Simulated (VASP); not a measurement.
Data:

```
CELL_PARAMETERS angstrom
      1.12475    -2.00597     0.00000
      1.12475     2.00597     0.00000
      0.00000     0.00000     3.51769
ATOMIC_POSITIONS crystal
  Be 0.33333 0.66667 0.25000
  Be 0.69496 0.36163 0.75000
```

Calculation: PBE GGA, VASP's PBE PAW potentials (set 64) (plane waves; VASP). Numerical set-up: 400 eV cut-off, 17×17×9 Γ-centred mesh, tetrahedra, potentials Be.

Task: What does the run give for the energy per atom (σ→0), largest force, band gap (on the k-mesh) with the smallest direct gap where there is one?

Result: 
```yaml
band gap (on the k-mesh): none (metal, semimetal or under 0.01 eV)
energy per atom (σ→0): -3.747 eV/atom
largest_force: 0.253 eV/Å
```

The compound is Be in the hcp structure. The cell was not relaxed at this level, atoms are displaced from their ideal sites. The run is one of a series of settings (ISMEAR = -4, SIGMA removed against the base run), some of them coarse on purpose.
